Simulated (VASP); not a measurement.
Here is the system:

```
Co
1.0
    1.24443    -2.15542     0.00000
    1.24443     2.15542     0.00000
    0.00000     0.00000     4.05787
Co
2
Direct
  0.33333   0.66667   0.25000
  0.66667   0.33333   0.75000
```
Starting moments (μB, in the order of the record's atoms Co Co): 1.7 1.7.

Level of theory: r2SCAN meta-GGA, VASP's PBE PAW potentials (set 64) (plane waves; VASP). Numerical set-up: 520 eV cut-off, 17×17×9 Γ-centred mesh, first-order Methfessel-Paxton smearing of 0.10 eV, potentials Co.

Q: Give the stress tensor in GPa (positive for a compressed cell).

A: 
```
-5.65   0.00   0.00
 0.00  -5.65   0.00
 0.00   0.00  -5.83
```
The pressure is its mean diagonal, -5.71 GPa.

The compound is Co in the hcp structure. This cell is one point of a volume scan, at 1.03 of the reference volume.
